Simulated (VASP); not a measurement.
Given:

```
CELL_PARAMETERS angstrom
      0.00000     2.33600     2.33600
      2.33600     0.00000     2.33600
      2.33600     2.33600     0.00000
ATOMIC_POSITIONS crystal
  Zr 0.00000 0.00000 0.00000
  C  0.50000 0.50000 0.50000
```

Computed with PBEsol GGA, VASP's PBE PAW potentials (set 64) (plane waves; VASP 6.6.1). Settings: 600 eV cut-off, 12×12×12 Γ-centred mesh, first-order Methfessel-Paxton smearing of 0.10 eV, potentials Zr_sv C.

Energy and stress use the plane-wave basis of the starting cell.

Question: The ions, cell shape and volume at an external pressure of 10.0 GPa are relaxed. Give the cell that the relaxation ends in.

Answer: 
```
CELL_PARAMETERS angstrom
      0.00000     2.30533     2.30533
      2.30533     0.00000     2.30533
      2.30533     2.30533     0.00000
ATOMIC_POSITIONS crystal
  Zr 0.00000 0.00000 0.00000
  C  0.50000 0.50000 0.50000
```
Space group Fm-3m (225), at a tolerance of 0.03 Å.

Question: How do energy and volume change from the first to the last step?

Answer: The energy (σ→0) changes by +14.8 meV/atom and the volume by -3.9 %, in 4 ionic steps.

| step | E(σ→0) (eV) | max force (eV/Å) | pressure (GPa) | volume (Å³) |
|---|---|---|---|---|
| 1 | -20.5723 | 0.000 | -0.10 | 25.49 |
| 2 | -20.2897 | 0.000 | 35.19 | 22.64 |
| 3 | -20.5442 | 0.000 | 9.72 | 24.53 |
| 4 | -20.5427 | 0.000 | 9.98 | 24.50 |

The compound is ZrC in the rock salt structure. This run relaxes it under an external pressure of 10 GPa. Symmetry was kept, so distortions that lower it aren't found.
